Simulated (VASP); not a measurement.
The input files of a VASP run:

### POSCAR
```
Sn
1
   -2.6177810710     2.6177810710     1.4193251638
    2.6177810710    -2.6177810710     1.4193251638
    2.6177810710     2.6177810710    -1.4193251638
Sn
2
Direct
  0.2500000000   0.7500000000   0.5000000000
  1.0000000000   1.0000000000   1.0000000000
```

**INCAR**
```
SYSTEM = Sn
PREC = Accurate
ENCUT = 500
EDIFF = 1E-6
NELM = 100
ALGO = Normal
LREAL = .FALSE.
LASPH = .TRUE.
ISMEAR = 1
SIGMA = 0.1
GGA = PE
LMAXMIX = 4
LWAVE = .FALSE.
LCHARG = .FALSE.
IBRION = 2
ISIF = 3
NSW = 40
EDIFFG = -0.02
PSTRESS = 450
```

### KPOINTS
```
K-points
0
gamma
  14 14 14
0 0 0
```

POTCAR, in this order: Sn_d (PBE.64 set). Program: vasp_std.

Problem. Translate this PBE calculation to Quantum ESPRESSO's pw.x.

Solution. One equivalent input (not run):
```
&CONTROL
  calculation = 'vc-relax'
  pseudo_dir = './pseudo'
  outdir = './out'
  tprnfor = .true.
  tstress = .true.
  nstep = 40
  forc_conv_thr = 0.00078
/
&SYSTEM
  ibrav = 0
  nat = 2
  ntyp = 1
  ecutwfc = 72
  occupations = 'smearing'
  smearing = 'methfessel-paxton'
  degauss = 0.00735
  input_dft = 'pbe'
/
&ELECTRONS
  conv_thr = 7.3e-08
  electron_maxstep = 100
/
&IONS
/
&CELL
  press = 450
/
ATOMIC_SPECIES
  Sn 118.710 Sn.upf
CELL_PARAMETERS angstrom
    -2.6177811    2.6177811    1.4193252
     2.6177811   -2.6177811    1.4193252
     2.6177811    2.6177811   -1.4193252
ATOMIC_POSITIONS crystal
  Sn   0.2500000  0.7500000  0.5000000
  Sn   1.0000000  1.0000000  1.0000000
K_POINTS automatic
  14 14 14 0 0 0
```
The two are equivalent in intent, not identical: the potentials are each code's own (VASP's PAW set, PseudoDojo norm-conserving files in pw.x), so ENCUT and ecutwfc are chosen apart and not converted; conv_thr bounds pw.x's estimated SCF error, while EDIFF bounds the energy change between steps; forc_conv_thr acts on force components and is met together with etot_conv_thr.

The compound is Sn in the beta structure. It was relaxed first under an external pressure of 45 GPa.
